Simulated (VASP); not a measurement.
Method: PBEsol GGA, VASP's PBE PAW potentials (set 64) (plane waves; VASP 6.6.1).

VASP input:

### INCAR
```
SYSTEM  =  SnSe2
PREC  =  Accurate; ENCUT  =  500; LREAL  =  .False.
LASPH  =  .True.
EDIFF  =  1E-6; NELM  =  100; ALGO  =  Normal
LMAXMIX  =  4
ISMEAR  =  1; SIGMA  =  0.1
GGA  =  PS
IBRION  =  2; NSW  =  40; ISIF  =  3
EDIFFG  =  -0.02; PSTRESS  =  300
LWAVE  =  .False.; LCHARG  =  .False.
```

**KPOINTS**
```
Automatic mesh
0
Gamma
10 10 6
0 0 0
```

**POSCAR**
```
SnSe2
1
    1.7608793232    -3.0499590103    -0.0000000000
    1.7608793232     3.0499590103    -0.0000000000
   -0.0000000000     0.0000000000     5.1466826846
Sn Se
1 2
Direct
  0.0000000000   0.0000000000   0.0000000000
  0.3333330000   0.6666670000   0.3129038032
  0.6666670000   0.3333330000   0.6870961968
```

POTCAR, in this order: Sn_d Se (PBE.64 set). Program: vasp_std.

What VASP printed:

**OUTCAR**
```
 ion  position               nearest neighbor table
   1  0.000  0.000  0.000-   3 2.59   2 2.59   3 2.59   2 2.59   2 2.59   3 2.59
   2  0.333  0.667  0.313-   1 2.59   1 2.59   1 2.59
   3  0.667  0.333  0.687-   1 2.59   1 2.59   1 2.59
  LATTYP: Found a hexagonal cell.
 ALAT       =     3.5217816450
 C/A-ratio  =     1.4613860833
 Subroutine PRICEL returns:
 Original cell was already a primitive cell.
 Subroutine GETGRP returns: Found 12 space group operations
The static configuration has the point symmetry D_3d.
The dynamic configuration has the point symmetry D_3d.
 Subroutine INISYM returns: Found 12 space group operations
 Subroutine IBZKPT returns following result:
 Found     72 irreducible k-points:

 Following reciprocal coordinates:
            Coordinates               Weight
  0.000000  0.000000  0.000000      1.000000
  0.100000  0.000000  0.000000      6.000000
  0.200000  0.000000  0.000000      6.000000
  0.300000 -0.000000  0.000000      6.000000
  0.400000  0.000000  0.000000      6.000000
  0.500000  0.000000  0.000000      3.000000
  0.100000  0.100000  0.000000      6.000000
  0.200000  0.100000  0.000000     12.000000
  0.300000  0.100000  0.000000     12.000000
  0.400000  0.100000  0.000000     12.000000
  0.200000  0.200000  0.000000      6.000000
  0.300000  0.200000  0.000000     12.000000
  0.400000  0.200000  0.000000      6.000000
  0.300000  0.300000  0.000000      6.000000
  0.000000  0.000000  0.166667      2.000000
  0.100000  0.000000  0.166667      6.000000
  0.000000  0.100000  0.166667      6.000000
  0.200000  0.000000  0.166667      6.000000
  0.000000  0.200000  0.166667      6.000000
  0.300000 -0.000000  0.166667      6.000000
 -0.000000  0.300000  0.166667      6.000000
  0.400000  0.000000  0.166667      6.000000
...
```

File OSZICAR:
```
       N       E                     dE             d eps       ncg     rms          rms(c)
DAV:   1     0.195859523555E+03    0.19586E+03   -0.12602E+04  2475   0.190E+03
DAV:   2     0.673620892058E+01   -0.18912E+03   -0.18556E+03  2723   0.422E+02
DAV:   3    -0.113077534378E+02   -0.18044E+02   -0.17416E+02  3041   0.115E+02
DAV:   4    -0.118136158393E+02   -0.50586E+00   -0.50037E+00  3000   0.195E+01
DAV:   5    -0.118238569101E+02   -0.10241E-01   -0.10235E-01  3554   0.290E+00    0.786E+00
DAV:   6    -0.116670931458E+02    0.15676E+00   -0.26027E-01  3686   0.674E+00    0.478E+00
DAV:   7    -0.116329993220E+02    0.34094E-01   -0.12527E-01  3233   0.307E+00    0.712E-01
DAV:   8    -0.116321892314E+02    0.81009E-03   -0.10734E-02  2935   0.111E+00    0.218E-01
DAV:   9    -0.116319282306E+02    0.26100E-03   -0.13171E-03  3080   0.305E-01    0.623E-02
DAV:  10    -0.116319338411E+02   -0.56105E-05   -0.16150E-04  3036   0.115E-01    0.207E-02
DAV:  11    -0.116319364588E+02   -0.26178E-05   -0.90843E-06  2922   0.227E-02    0.892E-03
DAV:  12    -0.116319372162E+02   -0.75737E-06   -0.60321E-07  1758   0.821E-03
   1 F= -.12807144E+01 E0= -.12805557E+01  d E =-.128071E+01
```

File OUTCAR:
```
------------------------ aborting loop because EDIFF is reached ----------------------------------------
  FORCE on cell =-STRESS in cart. coord.  units (eV):
  Direction    XX          YY          ZZ          XY          YZ          ZX
  --------------------------------------------------------------------------------------
  Total       10.3556002     10.3557805     10.3620922      0.0000000      0.0000000      0.0000000
  in kB      300.1268642    300.1320908    300.3150184      0.0000000      0.0000000      0.0000000
  external PRESSURE =       0.1913245 kB  Pullay stress =     300.0000000 kB
  volume of cell :       55.28
      direct lattice vectors                 reciprocal lattice vectors
     1.760879323 -3.049959010  0.000000000     0.283949044 -0.163936629  0.000000000
     1.760879323  3.049959010  0.000000000     0.283949044  0.163936629  0.000000000
     0.000000000  0.000000000  5.146682685     0.000000000  0.000000000  0.194299913
 POSITION                                       TOTAL-FORCE (eV/Angst)
 -----------------------------------------------------------------------------------
      0.00000      0.00000      0.00000         0.000000      0.000000      0.000000
      1.76088      1.01666      1.61042        -0.000000      0.000000      0.006011
      1.76088     -1.01666      3.53627         0.000000     -0.000000     -0.006011
 -----------------------------------------------------------------------------------
    total drift:                                0.000000      0.000000      0.000000
  FREE ENERGIE OF THE ION-ELECTRON SYSTEM (eV)
  ---------------------------------------------------
  free  energy   TOTEN  =       -11.6319372162 eV

  energy  without entropy=      -11.6314610954  energy(sigma->0) =      -11.63177851
  enthalpy is  TOTEN    =        -1.2807143913 eV   P V=       10.3512228249

 reached required accuracy - stopping structural energy minimisation
```
(Selected blocks of OUTCAR.)

Without a dispersion term in the relaxation, distances and binding between the weakly bound layers, chains or molecules are unreliable, and so is what depends on them.

The compound is SnSe2 in the 1T layered structure. It was relaxed first under an external pressure of 30 GPa.
